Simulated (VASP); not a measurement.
Here is the system:

```
W
1.0
   -1.57673     1.57673     1.57673
    1.57673    -1.57673     1.57673
    1.57673     1.57673    -1.57673
W
1
Direct
  0.00000   0.00000   0.00000
```

These are SCAN meta-GGA, VASP's PBE PAW potentials (set 64) (plane waves; VASP 6.6.1) values and carry that method's errors. Run with 520 eV cut-off, 18×18×18 Γ-centred mesh, tetrahedra with Blöchl corrections, potentials W_sv.

Unless said otherwise, spin-orbit coupling is left out, though it shifts the bands of the heavy elements here.

Q: Predict the energy per atom (σ→0), band gap (over mesh and band path) with the smallest direct gap where there is one.

A: 
```json
{
  "band gap (over mesh and band path)": "none (metal, semimetal or under 0.01 eV)",
  "energy per atom (σ→0)": "-69.691 eV/atom"
}
```

Only differences to runs with the same potentials and settings are physical.

The compound is W in the bcc structure. It was relaxed first.
